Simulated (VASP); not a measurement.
```
CELL_PARAMETERS angstrom
      3.67700     0.00000     0.00000
      0.00000     3.67700     0.00000
      0.00000     0.00000     3.67700
ATOMIC_POSITIONS crystal
  Ni 0.00000 0.50000 0.50000
  Ni 0.50000 0.00000 0.50000
  Ni 0.50000 0.50000 0.00000
  Sb 0.00000 0.00000 0.00000
```

Method: PBEsol GGA, VASP's PBE PAW potentials (set 64) (plane waves; VASP 6.6.1). Settings: 400 eV cut-off, Gaussian smearing of 0.050 eV, potentials Ni Sb.

Unless said otherwise, spin-orbit coupling is left out, though it shifts the bands of the heavy elements here.

Problem. Estimate the band gap (along the path) with the smallest direct gap where there is one.

Solution. 
* **band gap (along the path)**: none (metal, semimetal or under 0.01 eV)

The structure comes from a computed database's Ni3Sb entry (Pm-3m); how it stands against other phases isn't given here. It was relaxed first. The run is not spin-polarised, so no magnetic state was tried. The electron count is odd and the run is not spin-polarised, which forces a metal.
